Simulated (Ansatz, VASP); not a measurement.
# AlN in two plane-wave programs

Wanted: the spread between two codes on one cell, functional and k mesh. The structure shown is the start of the Ansatz relaxation below; VASP solves that cell, so the two are compared at the walk's first step. Other levels of theory on this material are compared in a session of their own.

Method: plane waves, with VASP 6.6.1 beside it; single point at LDA, in Ansatz 0.2.0.

### Step 1. The structure

Symmetry: P6_3mc, No. 186, hexagonal system. Conventional cell: a = 3.181 Å, b = 3.181 Å, c = 4.879 Å, α = 90.00°, β = 90.00°, γ = 120.00°. N has 4 Al at 1.89 to 1.92 Å nearest. Nearest to Al lie 4 N at 1.89 to 1.92 Å. Farther neighbours and most contacts between anions are not listed.

### Step 2. Ansatz: relaxation, LDA

Ansatz runs on its PAW soft_1 files.

The two programs are compared at the cell with which this relaxation starts, whose forces are those of its first step.

Input file input.yaml:

```yaml
crystal:
  lattice:
    - [3.1812811414, 0.0, 0.0]
    - [-1.5906405707, 2.755070285, 0.0]
    - [0.0, 0.0, 4.8792013883]
  atoms:
    - { symbol: "N", position: [0.3333333333, 0.6666666667, 0.3840824672] }
    - { symbol: "N", position: [0.6666666667, 0.3333333333, 0.8840824672] }
    - { symbol: Al, position: [0.3333333333, 0.6666666667, -0.0040824672] }
    - { symbol: Al, position: [0.6666666667, 0.3333333333, 0.4959175328] }
kpoints:
  mp_grid: { grid: [9, 9, 6] }
hamiltonian:
  xc: lda
  pseudopotentials: { kind: paw, azcp: { folder: soft_1 }, xc_functional: pbe }
scf:
  occupations: { method: fixed }
output:
  forces: true
  stress: true
  eigenvalues: true
relax:
  adjacent_minimum: "off"
  f_tol: 0.001
  max_steps: 60
  cell: { stress_tol: 0.01, fix: [a, b, gamma] }
```

Launch:

```sh
$ ansatz run input.yaml --threads 8 --pin off --max-ram 16384MiB --backend cpu --events-out ev --progress --plain --runs-dir out
```

Numbers of over 12 decimals in the logs are rounded to 6 here.

The program printed:

```text
Engine: ansatz 0.2.0, aarch64-unknown-linux-gnu
Pseudopotentials: kind: paw
Pseudopotential: N, paw, valence charge 5, recommended cutoff 420 eV (normal), soft_1/N.paw.azcp
Pseudopotential: Al, paw, valence charge 3, recommended cutoff 420 eV (normal), soft_1/Al.paw.azcp
Functional definition: SPW92
  exchange = slater_x
  correlation = pw_c
Crystal: 4 atoms, lattice volume = 42.765 Å³
Basis set: ecut = 420 eV, 845 PW (Γ)
Bands: 12, of which v1, the nominal top of the filled ones, is band 8 counted from 1 (7 counted from 0)
Symmetry: 12 space group operations
Space group: P63mc (ITA 186), of the structure as read, at distance tolerance 3.5e-5 Å
k-points: 48 of 486 (time reversal used)
Non-local potential: N, projectors of the file, l = 0: 2, l = 1: 2, l = 2: 1
Non-local potential: Al, projectors of the file, l = 0: 2, l = 1: 2, l = 2: 1
PAW form: soft (Blöchl's): semilocal exchange-correlation on the pseudo side does not see the compensation charge
PAW frozen core: N, regenerated for the run's functional, and the local potential with it (the file was generated under x = pbe(κ = 0.804, μ = 0.219515), c = pbe(β = 0.066725))
PAW frozen core: Al, regenerated for the run's functional, and the local potential with it (the file was generated under x = pbe(κ = 0.804, μ = 0.219515), c = pbe(β = 0.066725))
PAW one-centre angular grid: N, 110 points (default); XC on 64 Gauss nodes
PAW one-centre angular grid: Al, 110 points (default); XC on 64 Gauss nodes
Initial density: superposition of atomic densities (chi_scale 0.1, normalization cell, long waves kept (reshape's long-wave potential 0.00 eV rms))
Initial wavefunctions: pseudopotential atomic-orbital guess
Functional: x = slater, c = lda
SCF iter   1: F=—  HF=-1782.451577 eV  |F-HF|=—  |Δ(HF+E_count)|=         —  Δρ=1.29e-1  dr2=8.85e0  ethr=3.10e-3  ⟨swp⟩=4.7  Hψ=3105  notcnv=0  defer=32
preconditioner: auto → none  [insulator: Δε(μ)=5.224 eV  Ē_g=13.931 eV  n_scr=8 (ndim 8)  ℏωp=22.7 eV  f_vac=0.000  ε∞_Penn≈3.7]
SCF iter   2: F=—  HF=-1780.108955 eV  |F-HF|=—  |Δ(HF+E_count)|=    2.34e0  Δρ=7.65e-2  dr2=1.56e0  ethr=3.10e-3  ⟨swp⟩=3.3  Hψ=1742  notcnv=0  defer=89
SCF iter   3: F=—  HF=-1779.648004 eV  |F-HF|=—  |Δ(HF+E_count)|=   4.61e-1  Δρ=2.16e-2  dr2=1.07e-1  ethr=3.10e-3  ⟨swp⟩=2.1  Hψ=1382  notcnv=0  defer=80
SCF iter   4: F=—  HF=-1779.609979 eV  |F-HF|=—  |Δ(HF+E_count)|=   3.80e-2  Δρ=9.20e-4  dr2=1.13e-4  ethr=6.68e-4  ⟨swp⟩=2.0  Hψ=701  notcnv=0  defer=96
SCF iter   5: F=—  HF=-1779.609890 eV  |F-HF|=—  |Δ(HF+E_count)|=   8.90e-5  Δρ=2.40e-4  dr2=7.01e-6  ethr=7.08e-7  ⟨swp⟩=2.0  Hψ=964  notcnv=0  defer=96
SCF iter   6: F=—  HF=-1779.609886 eV  |F-HF|=—  |Δ(HF+E_count)|=   4.21e-6  Δρ=2.70e-5  dr2=2.13e-7  ethr=4.38e-8  ⟨swp⟩=2.0  Hψ=960  notcnv=0  defer=3
SCF iter   7: F=-1779.609886 eV  HF=-1779.609886 eV  |F-HF|=9.57e-10  |Δ(HF+E_count)|=   6.12e-8  Δρ=4.00e-6  dr2=3.41e-9  ethr=6.25e-10  ⟨swp⟩=6.1  Hψ=3093  notcnv=0
SCF 1 converged in 7 iterations: F = -1779.609886 eV  dr2 = 3.41e-9
  greatest PAW one-centre occupation: 0.780 electrons in one spin orbital (limit 2), on the N atom at site 1 (counted from 0), in its partial waves of l = 0
relax step   1: F+E_penalty+E_count = -1779.60988559 eV  Δ(F+E_penalty+E_count) = +0.000e0 eV  max|allowed force component| = 8.532e-2 eV/Å  Δτ_max = 0.0000 Å  P = -9.352 GPa  Ω = 42.765 Å³  fix = [a, b, gamma]  reactions: a -13.369, b -13.369 GPa  (7 SCF iters, dr2 threshold 1.00e-7 eV, accepted)
[...]
relax step   4: F+E_penalty+E_count = -1779.61317117 eV  Δ(F+E_penalty+E_count) = -1.131e-5 eV  max|allowed force component| = 1.224e-3 eV/Å  Δτ_max = 0.0003 Å  P = -8.309 GPa  Ω = 42.459 Å³  energy of the carried Pulay correction = +6.868e-4 eV  fix = [a, b, gamma]  reactions: a -12.450, b -12.450 GPa  (5 SCF iters, dr2 threshold 1.91e-9 eV, accepted)
[...]
relax step   5: F+E_penalty+E_count = -1779.61317696 eV  Δ(F+E_penalty+E_count) = -5.792e-6 eV  max|allowed force component| = 9.228e-6 eV/Å  Δτ_max = 0.0000 Å  P = -8.299 GPa  Ω = 42.457 Å³  energy of the carried Pulay correction = +6.923e-4 eV  fix = [a, b, gamma]  reactions: a -12.448, b -12.448 GPa  (3 SCF iters, dr2 threshold 1.90e-9 eV, accepted)
[...]
relax step   6: F+E_penalty+E_count = -1779.61247547 eV  Δ(F+E_penalty+E_count) = +7.015e-4 eV  max|allowed force component| = 1.236e-5 eV/Å  Δτ_max = 0.0000 Å  P = -8.328 GPa  Ω = 42.457 Å³  fix = [a, b, gamma]  reactions: a -12.466, b -12.466 GPa  stress off target by 5.12e-2 GPa on what of the cell is left free  SCF on the basis re-selected at this cell (its energy is not comparable with the rows above)  (5 SCF iters)
[...]
relax step   7: F+E_penalty+E_count = -1779.61249431 eV  Δ(F+E_penalty+E_count) = -1.884e-5 eV  max|allowed force component| = 4.525e-5 eV/Å  Δτ_max = 0.0001 Å  P = -8.299 GPa  Ω = 42.449 Å³  energy of the carried Pulay correction = +1.760e-5 eV  fix = [a, b, gamma]  reactions: a -12.448, b -12.448 GPa  (4 SCF iters, dr2 threshold 6.55e-9 eV, accepted)
[...]
relax step   8: F+E_penalty+E_count = -1779.61248912 eV  Δ(F+E_penalty+E_count) = +5.186e-6 eV  max|allowed force component| = 5.066e-5 eV/Å  Δτ_max = 0.0000 Å  P = -8.299 GPa  Ω = 42.449 Å³  fix = [a, b, gamma]  reactions: a -12.448, b -12.448 GPa  stress off target by 4.98e-4 GPa on what of the cell is left free  SCF on the basis re-selected at this cell (its energy is not comparable with the rows above)  (4 SCF iters)
basis re-selected at this cell: Δ(F+E_penalty+E_count) = +5.186e-6 eV, ΔP = -0.000 GPa vs the last step (what re-selecting the basis moved, of the pressure what is left beyond the Pulay correction that the steps carried, after the strain that the cell walked since its last selection, with what the two solves' SCF thresholds leave and, on support functions, any second-order correction that the steps lacked; it is no m [...]
SCF converged after 4 iterations
Free energy (F): -1779.612489 eV
Harris-Foulkes:  -1779.612489 eV  (|F-HF|=4.55e-13)
Internal energy: -1779.612489 eV  (E = F + TS)
E sigma→0 (E₀):  -1779.612489 eV
Fermi energy:    6.975873 eV
--- Per-component energies (eV) ---
  E_band       = 24.337200
  E_kinetic    = 310.561707
  E_local      = -425.238349  (includes V_loc(G=0)·N_el)
  E_nonlocal   = 92.553050
  E_hartree    = 154.760670
  E_xc         = -195.337178
  E_vxc        = -212.555456  (∫ρ·V_xc dr)
  E_paw        = -1128.662204  (= ΣΔE_a)
  E_vpaw       = -50.506797  (= ΣTr[D̂ρ^β])
  E_aug_tail   = 0.001691  (compensation charges beyond the density's cutoff)
  E_ewald      = -588.523398
  E_core_change = 0.271521  (= ΣΔE_core)
  E_smearing   = -0.000000  (= −TS)
  E_closure    = 0.000000  (closes the sum)
  Σ components = -1779.612489   (vs F -1779.612489, Δ=0.00e0)
--- Forces (eV/Å), atoms counted from 1 ---
  atom   1  N     -0.00000000    -0.00000000     0.00005301
  atom   2  N      0.00000000     0.00000000     0.00005301
  atom   3  Al     0.00000000    -0.00000000    -0.00004831
  atom   4  Al     0.00000000     0.00000000    -0.00004831
  max |Σ_I F_I| component: 9.40e-6 eV/Å
--- Stress (GPa, compression-positive) ---
      -12.448106       0.000000      -0.000000
        0.000000     -12.448106       0.000000
       -0.000000       0.000000      -0.000498
  P = ⅓ Tr σ = -8.2989 GPa (-82.989 kbar)
--- Band table (eV; the first three rows and the last of 48) ---
  k-point 0: bands = [... 4 lower, 5.5785, 6.3784, 6.3784, 6.9759, 10.7697, 12.6573, 17.0560, 17.0560]
  k-point 1: bands = [... 4 lower, 5.6288, 6.3218, 6.3218, 6.3706, 11.2518, 12.7653, 17.0157, 17.0157]
  k-point 2: bands = [... 4 lower, 5.7681, 5.7681, 6.1686, 6.1686, 12.1447, 12.9573, 16.8079, 17.0626]
  k-point 47: bands = [... 4 lower, 2.8574, 2.8574, 6.1263, 6.1263, 14.1502, 14.1502, 14.4907, 14.4907]
--- Relaxed structure (6 steps of the walk, 6 accepted, 2 SCFs on fresh bases) ---
  F+E_penalty+E_count = -1779.61248912 eV   max|allowed force component| = 5.066e-5 eV/Å   (the final SCF, on the basis selected at the relaxed cell)
  cell:  # Å, volume = 42.4491 Å³
    - [3.181281, 0, 0]
    - [-1.590641, 2.755070, 0]
    - [0, 0, 4.843220]
  atoms:
    - { symbol: N, position: [0.333333, 0.666667, 0.385756] }
    - { symbol: N, position: [0.666667, 0.333333, 0.885756] }
    - { symbol: Al, position: [0.333333, 0.666667, -0.00575571] }
    - { symbol: Al, position: [0.666667, 0.333333, 0.494244] }
```

### Step 3. VASP: single point, LDA, start cell

The same cell, functional (in two slightly different forms) and mesh now go to VASP, with its own data sets.

Lines of VASP's logs that name or quote its potential files are left out, and so is its time.

Input file INCAR:

```
SYSTEM = AlN
PREC = Accurate
ENCUT = 520
EDIFF = 1E-06
NELM = 120
ISMEAR = 0
SIGMA = 0.01
LREAL = .FALSE.
ALGO = Normal
GGA = PW92
NBANDS = 14
LORBIT = 11
LWAVE = .FALSE.
LCHARG = .FALSE.
ISIF = 2
LASPH = .TRUE.
GGA_COMPAT = .FALSE.
EFERMI = MIDGAP
KPAR = 2
```

Input file POSCAR:

```
AlN
1.0
    3.1812810000      0.0000000000      0.0000000000
   -1.5906410000      2.7550700000      0.0000000000
    0.0000000000      0.0000000000      4.8792010000
N Al
2 2
Direct
    0.3333337243      0.6666669529      0.3840825066
    0.6666670577      0.3333336195      0.8840825066
    0.3333337243      0.6666669529      0.9959176206
    0.6666670577      0.3333336195      0.4959176206
```

Input file KPOINTS:

```
Automatic mesh
0
Gamma
9 9 6
0 0 0
```

The projector-augmented-wave data sets are N and Al (LDA family, release 64).

Launch:

```sh
$ mpirun -np 2 vasp_std
```

The program printed:

```text
[banner, memory and clock lines left out]
running    2 mpi-ranks, on    1 nodes
 distrk:  each k-point on    1 cores,    2 groups
 distr:  one band on    1 cores,    1 groups

 POSCAR found type information on POSCAR N Al
 POSCAR found :  2 types and       4 ions
|                                                                             |
|               ----> ADVICE to this user running VASP <----                  |
|                                                                             |
|     You enforced a specific xc type in the INCAR file but a different       |
|     [... a line on the potential file left out ...]
|     I HOPE YOU KNOW WHAT YOU ARE DOING!                                     |
|                                                                             |

 LDA part: xc-table for (Slater(with rela. corr.)+PW92), standard interpolation
 POSCAR, INCAR and KPOINTS ok, starting setup
 FFT: planning ... GRIDC
 FFT: planning ... GRID_SOFT
 FFT: planning ... GRID
 WAVECAR not read
 entering main loop
       N       E                     dE             d eps       ncg     rms          rms(c)
DAV:   1     0.416971429731E+02    0.41697E+02   -0.74199E+03  1344   0.101E+03
DAV:   2    -0.342200937723E+02   -0.75917E+02   -0.70455E+02  1932   0.193E+02
DAV:   3    -0.377133908895E+02   -0.34933E+01   -0.34800E+01  1770   0.428E+01
DAV:   4    -0.377347631670E+02   -0.21372E-01   -0.21370E-01  1530   0.406E+00
DAV:   5    -0.377349980272E+02   -0.23486E-03   -0.23481E-03  1782   0.416E-01    0.121E+01
DAV:   6    -0.328628760728E+02    0.48721E+01   -0.14259E+01  1560   0.272E+01    0.433E+00
DAV:   7    -0.328245308165E+02    0.38345E-01   -0.68622E-01  1572   0.527E+00    0.276E+00
DAV:   8    -0.327688923113E+02    0.55639E-01   -0.94447E-02  1572   0.273E+00    0.409E-01
DAV:   9    -0.327638336475E+02    0.50587E-02   -0.13750E-02  1746   0.826E-01    0.228E-01
DAV:  10    -0.327640447955E+02   -0.21115E-03   -0.10717E-03  1488   0.222E-01    0.124E-01
DAV:  11    -0.327639768900E+02    0.67906E-04   -0.14454E-04  1692   0.958E-02    0.222E-02
DAV:  12    -0.327639765412E+02    0.34874E-06   -0.30206E-06  1634   0.136E-02
   1 F= -.32763977E+02 E0= -.32763977E+02  d E =0.000000E+00
```

Parts of OUTCAR (step 3):

```text
ion  position               nearest neighbor table
   1  0.333  0.667  0.384-   3 1.89   4 1.92   4 1.92   4 1.92
   2  0.667  0.333  0.884-   4 1.89   3 1.92   3 1.92   3 1.92
   3  0.333  0.667  0.996-   1 1.89   2 1.92   2 1.92   2 1.92   4 3.05   4 3.05   4 3.05   4 3.05
                             4 3.05   4 3.05
   4  0.667  0.333  0.496-   2 1.89   1 1.92   1 1.92   1 1.92   3 3.05   3 3.05   3 3.05   3 3.05
                             3 3.05   3 3.05

  LATTYP: Found a hexagonal cell.
 ALAT       =     3.1812810000
 C/A-ratio  =     1.5337221075

 Subroutine GETGRP returns: Found 12 space group operations
 (whereof  6 operations were pure point group operations)

The static configuration has the point symmetry C_3v.
 The point group associated with its full space group is C_6v.

 Found     48 irreducible k-points:

   k-points           NKPTS =     48   k-points in BZ     NKDIM =     48   number of bands    NBANDS=     14

   dimension x,y,z NGX =    24 NGY =   24 NGZ =   36
   dimension x,y,z NGXF=    48 NGYF=   48 NGZF=   72

   ENCUT  =  520.0 eV  38.22 Ry    6.18 a.u.   5.92  5.92  9.07*2*pi/ulx,y,z

   NELECT =      16.0000    total number of electrons

 k-points in reciprocal lattice and weights: Automatic mesh
   0.00000000  0.00000000  0.00000000       0.002
   0.11111111  0.00000000  0.00000000       0.012
   0.22222222  0.00000000  0.00000000       0.012
   0.33333333  0.00000000  0.00000000       0.012
   0.44444444  0.00000000  0.00000000       0.012
   0.11111111  0.11111111  0.00000000       0.012
   0.22222222  0.11111111  0.00000000       0.025
   0.33333333  0.11111111  0.00000000       0.025
   0.44444444  0.11111111  0.00000000       0.012
[...]
0.33333333  0.22222222  0.50000000       0.025
   0.33333333  0.33333333  0.50000000       0.004

 average (electrostatic) potential at core
       1 -60.1526       2 -60.1526       3 -70.3044       4 -70.3044

 E-fermi :   7.7979

 k-point     1 :       0.0000    0.0000    0.0000
  band No.  band energies     occupation
    ...
      4       4.6106      2.00000
      5       4.6106      2.00000
      6       5.3878      2.00000
      7       5.3878      2.00000
      8       5.8915      2.00000
      9       9.7042      0.00000
     10      11.6338      0.00000
     11      16.0550      0.00000
     12      16.0550      0.00000
     13      16.2375      0.00000
    ...

 k-point     2 :       0.1111    0.0000    0.0000
  band No.  band energies     occupation
    ...
      4       3.9381      2.00000
      5       4.4154      2.00000
      6       4.7388      2.00000
      7       5.3725      2.00000
      8       5.8010      2.00000
      9      10.3876      0.00000
     10      12.2220      0.00000
     11      15.2096      0.00000
     12      15.5991      0.00000
     13      16.4824      0.00000
    ...

 k-point     3 :       0.2222    0.0000    0.0000
  band No.  band energies     occupation
    ...
      4       2.5164      2.00000
      5       3.5502      2.00000
      6       4.0144      2.00000
      7       5.2710      2.00000
      8       5.4812      2.00000
      9      11.4796      0.00000
     10      12.8265      0.00000
     11      14.0006      0.00000
     12      14.8941      0.00000
     13      17.0173      0.00000
    ...

  Total       -3.5059441     -3.5059437     -0.2537933      0.0000006     -0.0000000      0.0000000
  in kB     -131.3506389   -131.3506234     -9.5083992      0.0000238     -0.0000000      0.0000000
  external PRESSURE =     -90.7365539 kB  Pullay stress =       0.0000000 kB

  energy-cutoff  :      520.00
  volume of cell :       42.76
      direct lattice vectors                 reciprocal lattice vectors
     3.181281000  0.000000000  0.000000000     0.314338784  0.181483649  0.000000000
    -1.590641000  2.755070000  0.000000000     0.000000000  0.362967184  0.000000000
     0.000000000  0.000000000  4.879201000     0.000000000  0.000000000  0.204951589

 POSITION                                       TOTAL-FORCE (eV/Angst)
 -----------------------------------------------------------------------------------
      0.00000      1.83671      1.87402         0.000000     -0.000000      0.093250
      1.59064      0.91836      4.31362        -0.000000     -0.000000      0.093250
      0.00000      1.83671      4.85928         0.000000     -0.000000     -0.093250
      1.59064      0.91836      2.41968         0.000000      0.000000     -0.093250
 -----------------------------------------------------------------------------------
    total drift:                               -0.000536     -0.000529      0.000314

  FREE ENERGIE OF THE ION-ELECTRON SYSTEM (eV)
  ---------------------------------------------------
  free  energy   TOTEN  =       -32.7639765412 eV

  energy  without entropy=      -32.7639765412  energy(sigma->0) =      -32.76397654

 total charge
# of ion       s       p       d       tot
------------------------------------------
    1        1.208   2.591   0.000   3.799
    2        1.208   2.591   0.000   3.799
    3        0.370   0.435   0.000   0.805
    4        0.370   0.435   0.000   0.805
--------------------------------------------------
tot          3.156   6.052   0.000   9.209

[... 3 further parts left out ...]
```

The run ends at a pressure of -9.07 GPa, with forces up to 0.093 eV/Å.

### Step 4. Differences

Known differences besides the potentials themselves: fixed occupations in Ansatz, narrow Gaussian smearing in VASP; the cutoff is 420 eV in Ansatz and 520 eV in VASP; VASP's log shows a relativistic correction to its local exchange, Ansatz's none. Total energies have different zeros and are not compared.

Forces (eV/Å; atoms numbered as in POSCAR):

```tsv
atom	Ansatz x, y, z	VASP x, y, z
N1	0.000, 0.000, 0.085	0.000, 0.000, 0.093
N2	0.000, 0.000, 0.085	0.000, 0.000, 0.093
Al3	0.000, 0.000, -0.085	0.000, 0.000, -0.093
Al4	0.000, 0.000, -0.085	0.000, 0.000, -0.093
```

The forces differ by 4.6 meV/Å r.m.s., which is 8.5 % of the r.m.s. force of 0.054 eV/Å (both taken over all components).

### Step 5. What came out

| Property | Result |
| --- | --- |
| r.m.s. force difference (single point, LDA, start cell) | 4.6 meV/Å |

**Reading.** The r.m.s. force difference is 4.6 meV/Å (single point, LDA, start cell), within the 12 meV/Å picked in this series as the mark of a large difference. 6 further runs of this series are not shown here. Such differences can come from data sets, numerical settings and the points named under the comparisons, not from the functional's error against experiment.

[Lines on the potential files, build, host, timing and source positions are cut from VASP's logs without a mark.]

[Logs are printed without paths, hosts, clocks, repeated set-up lines and the standing remarks that a program may print on its own settings, such as how far it seeks lower states.]

[Hosts, paths, dates, database ids (printed as entryN), source tags and the programs' standing remarks are cut or masked in the printed files.]
